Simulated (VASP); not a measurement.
Data:

```
CELL_PARAMETERS angstrom
     -2.47034     2.47034     2.47034
      2.47034    -2.47034     2.47034
      2.47034     2.47034    -2.47034
ATOMIC_POSITIONS crystal
  Ba 0.00000 0.00000 0.00000
```

All values below come from PBE GGA with D3 dispersion (Becke-Johnson damping), VASP's PBE PAW potentials (set 64) (plane waves; VASP). Run with 520 eV cut-off, Gaussian smearing of 0.050 eV, potentials Ba_sv.

Unless said otherwise, spin-orbit coupling is left out, though it shifts the bands of the heavy elements here.

Task: Estimate the band gap (along the path) with the smallest direct gap where there is one.

Result: 
```
Property                                                      Value
-------------------------  ----------------------------------------
band gap (along the path)  none (metal, semimetal or under 0.01 eV)
```

Only differences to runs with the same potentials and settings are physical.

The compound is Ba in the bcc structure. It was relaxed first.
